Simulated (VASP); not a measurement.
Here is the system:

```
Mg2Sn
1.0
    0.00000     3.35372     3.35372
    3.35372     0.00000     3.35372
    3.35372     3.35372     0.00000
Mg Sn
2 1
Cartesian
  1.67686   1.67686   1.67686
  5.03058   5.03058   5.03058
  6.70744   6.70744   6.70744
```

Calculation: PBE GGA with D3 dispersion (Becke-Johnson damping), VASP's PBE PAW potentials (set 64) (plane waves; VASP 6.6.1). Numerical set-up: 520 eV cut-off, 9×9×9 Γ-centred mesh, tetrahedra with Blöchl corrections, potentials Mg Sn_d.

Unless said otherwise, spin-orbit coupling is left out, though it shifts the bands of the heavy elements here.

### Question
Predict the energy per atom (σ→0), band gap (on the k-mesh) with the smallest direct gap where there is one.

### Answer

```
Property                                                     Value
------------------------  ----------------------------------------
band gap (on the k-mesh)  none (metal, semimetal or under 0.01 eV)
energy per atom (σ→0)                               -2.773 eV/atom
```

Only differences to runs with the same potentials and settings are physical.

The compound is Mg2Sn in the antifluorite structure. It was relaxed first.
